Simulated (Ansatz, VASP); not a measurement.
# Ni: VASP beside Ansatz, part 2 of 2

Aim: how closely do two programs agree when they are given the same cell, functional and k mesh? The structure shown is frame 250 of Ansatz's trajectory.

VASP 6.6.1 and Ansatz 0.2.0.

So far: Set-up; Ansatz: dynamics, PBEsol.

### Step 3. VASP: single point, PBEsol

Level of this step: PBEsol, no spin polarisation; plane waves and PAW (Ni) (VASP).

The same cell, functional, mesh and smearing now go to VASP, with its own data sets.

Lines of VASP's logs that name or quote its potential files are left out, and so is its time.

Input file INCAR:

```
SYSTEM = Ni
PREC = Accurate
ENCUT = 520
EDIFF = 1E-06
NELM = 120
ISMEAR = -1
SIGMA = 0.153
LREAL = Auto
ALGO = Normal
GGA = PS
NBANDS = 280
LASPH = .TRUE.
LORBIT = 11
LWAVE = .FALSE.
LCHARG = .FALSE.
ISIF = 2
GGA_COMPAT = .FALSE.
NCORE = 2
```

Input file POSCAR:

```
Ni
1.0
    8.4296000000      0.0000000000      0.0000000000
    0.0000000000      8.4296000000      0.0000000000
    0.0000000000      0.0000000000      8.4296000000
Ni
48
Direct
    0.3071082851      0.1201480497      0.5560762076
    0.8630302743      0.4264377906      0.8410363481
    0.7985906805      0.2185512954      0.6116541710
    0.0449843409      0.6276217140      0.6965217804
    0.0541781342      0.1903174528      0.8099791212
    0.2132366898      0.9829410648      0.0871215716
    0.1084986239      0.5878808010      0.1085579387
    0.2050156591      0.3956415488      0.6712892664
    0.8549634621      0.9181574452      0.5612603208
    0.5164895131      0.3235503464      0.6875889722
    0.7354678751      0.9769028186      0.7869412546
    0.2848296479      0.2349933567      0.9130563728
    0.0831356173      0.2885308911      0.1080122426
    0.7085508209      0.9772468445      0.2943200152
    0.1110254342      0.7826587264      0.4479690614
    0.5835270950      0.0255409509      0.5702405808
    0.9002562399      0.4574831546      0.5356837810
    0.0183164088      0.1932357407      0.4865592673
    0.0830051248      0.9675666698      0.7537486951
    0.8475965645      0.7227033311      0.8798875391
    0.6761768055      0.4373873019      0.3968278447
    0.3435394325      0.3913708836      0.4565578438
    0.5863860681      0.7781745279      0.4513144159
    0.4377431907      0.9154764164      0.2396317737
    0.1121168264      0.4162237829      0.3422938218
    0.8381061972      0.4678395179      0.1237543893
    0.8974803075      0.7881275505      0.1466854892
    0.3769099364      0.4324404479      0.1621666508
    0.4616114644      0.1303027427      0.0788768150
    0.5427303787      0.7847821961      0.7823621524
    0.6319161052      0.6668999715      0.1917884597
    0.6377526810      0.8976345260      0.0285541425
    0.1628665654      0.7573431717      0.8989513144
    0.3247722312      0.8654977698      0.6074072317
    0.2617206036      0.1592009111      0.3077488849
    0.9516109898      0.0037012432      0.9939380279
    0.3995207365      0.7375913448      0.0167030464
    0.6573621524      0.2063205846      0.8567191800
    0.3486167790      0.5588640030      0.8535043181
    0.8369199013      0.7043276075      0.4155120053
    0.7163447850      0.5716522729      0.6575638227
    0.4164847680      0.6229595710      0.6084274461
    0.9928110468      0.9781721553      0.3110467875
    0.4139105058      0.0462536775      0.8183543703
    0.5856980165      0.4942464648      0.9880184113
    0.8336931764      0.2367728006      0.2898714055
    0.5500379615      0.1896649900      0.3453070134
    0.3369792161      0.6212750308      0.3259941160
```

Input file KPOINTS:

```
Automatic mesh
0
Gamma
1 1 1
0 0 0
```

Potentials, in the order of the species: Ni (PBE family, release 64).

Started as:

```console
> mpirun -np 8 vasp_gam
```

Numbers of over 12 decimals in the logs are rounded to 6 here.

The program printed:

```text
[banner, memory and clock lines left out]
running    8 mpi-ranks, on    1 nodes
[...]
|                                                                             |
|               ----> ADVICE to this user running VASP <----                  |
|                                                                             |
|     You enforced a specific xc type in the INCAR file but a different       |
|     [... a line on the potential file left out ...]
|     I HOPE YOU KNOW WHAT YOU ARE DOING!                                     |
|                                                                             |

 LDA part: xc-table for (Slater+PW92), standard interpolation
 POSCAR, INCAR and KPOINTS ok, starting setup
[...]
entering main loop
       N       E                     dE             d eps       ncg     rms          rms(c)
DAV:   1     0.503416440634E+04    0.50342E+04   -0.22872E+05   560   0.275E+03
DAV:   2     0.363884865353E+03   -0.46703E+04   -0.45466E+04   560   0.591E+02
DAV:   3    -0.267538435969E+03   -0.63142E+03   -0.56189E+03   560   0.233E+02
DAV:   4    -0.321083179654E+03   -0.53545E+02   -0.47332E+02   624   0.686E+01
[...]
DAV:  41    -0.272335895527E+03    0.54550E-05   -0.90812E-06   584   0.303E-02    0.366E-02
DAV:  42    -0.272335891779E+03    0.37478E-05   -0.73626E-06   568   0.264E-02    0.189E-02
DAV:  43    -0.272335891656E+03    0.12271E-06   -0.23627E-06   304   0.137E-02
   1 F= -.27233589E+03 E0= -.26783252E+03  d E =-.900675E+01
```

Parts of OUTCAR (step 3):

```text
  Total      -42.4808028    -25.7079717    -27.0764491     -8.1298839      9.7031680      4.3230300
  in kB     -113.6272241    -68.7634242    -72.4238137    -21.7457317     25.9539362     11.5631971
  external PRESSURE =     -84.9381540 kB  Pullay stress =       0.0000000 kB

 POSITION                                       TOTAL-FORCE (eV/Angst)
 -----------------------------------------------------------------------------------
      2.58880      1.01280      4.68750        -0.133067      1.200642      1.444890
      7.27500      3.59470      7.08960         0.346621     -0.370654      0.095387
      6.73180      1.84230      5.15600        -1.761149     -0.145657      0.723356
      0.37920      5.29060      5.87140        -0.116715      0.296768     -0.531165
      0.45670      1.60430      6.82780        -1.960333      4.076125      0.191011
      1.79750      8.28580      0.73440        -0.228396      0.052588     -0.652679
      0.91460      4.95560      0.91510         0.119768     -0.264406      0.044323
      1.72820      3.33510      5.65870        -0.981768     -0.384041      0.927199
      7.20700      7.73970      4.73120         0.829578      0.567977     -0.203739
      4.35380      2.72740      5.79610        -1.462698      1.045658     -1.365458
      6.19970      8.23490      6.63360         1.289655     -0.684740      0.609007
      2.40100      1.98090      7.69670        -0.172168      2.853226      0.548109
      0.70080      2.43220      0.91050        -0.517111     -0.682029     -0.675443
      5.97280      8.23780      2.48100         0.809032     -0.557108     -0.339637
[...]
-----------------------------------------------------------------------------------
    total drift:                                0.002193      0.002672      0.000097

  FREE ENERGIE OF THE ION-ELECTRON SYSTEM (eV)
  ---------------------------------------------------
  free  energy   TOTEN  =      -272.3358916562 eV

  energy  without entropy=     -263.3291425498  energy(sigma->0) =     -267.83251710

[... 3 further parts left out ...]
[key lines of the parts left out:]
E-fermi :   7.3114
```

This run has no spin polarisation, so a moment on Ni, if there is one, isn't seen.

### Step 4. Comparison

Known differences besides the potentials themselves: the data sets hold 864 valence electrons in Ansatz (on its default PAW (the set named soft_2) files) and 480 in VASP; the cutoff is 420 eV in Ansatz and 520 eV in VASP (PREC = Accurate, projectors in real space); Ansatz makes its cores anew for this functional, VASP keeps those of its PBE data sets. Total energies have different zeros and are not compared.

Forces on 8 of the 48 atoms, those with the largest forces and the largest differences (eV/Å; atoms numbered as in POSCAR):

| atom | Ansatz x, y, z | VASP x, y, z |
| --- | --- | --- |
| Ni5 | -1.994, 4.187, 0.221 | -1.960, 4.076, 0.191 |
| Ni12 | -0.168, 2.878, 0.557 | -0.172, 2.853, 0.548 |
| Ni17 | 2.937, -1.138, -0.894 | 2.911, -1.121, -0.890 |
| Ni19 | 0.430, -3.859, -2.369 | 0.418, -3.754, -2.326 |
| Ni37 | 0.744, 1.293, 2.569 | 0.740, 1.287, 2.544 |
| Ni38 | 0.689, 0.761, 2.565 | 0.688, 0.750, 2.538 |
| Ni42 | 0.142, -2.259, -1.319 | 0.140, -2.228, -1.304 |
| Ni48 | -0.054, 2.889, 0.393 | -0.052, 2.862, 0.391 |

The forces differ by 17 meV/Å r.m.s., which is 1.5 % of the r.m.s. force of 1.110 eV/Å (both taken over all components).

### Step 5. Summary of results

| Property | Result |
| --- | --- |
| r.m.s. force difference (single point, PBEsol) | 1.5 % of the r.m.s. force |

**Reading.** The r.m.s. force difference is 1.5 % of the r.m.s. force (single point, PBEsol), within the 3 % picked in this series as the mark of a large difference. The data sets hold unlike numbers of valence electrons (864 in Ansatz and 480 in VASP), so part of the differences comes from the potentials. 2 further runs of this series are not shown here. Such differences can come from data sets, numerical settings and the points named under the comparisons, not from the functional's error against experiment.

[Lines on the potential files, build, host, timing and source positions are cut from VASP's logs without a mark.]

[Logs are printed without paths, hosts, clocks, repeated set-up lines and the standing remarks that a program may print on its own settings, such as how far it seeks lower states.]

[Hosts, paths, dates, database ids (printed as entryN), source tags and the programs' standing remarks are cut or masked in the printed files.]
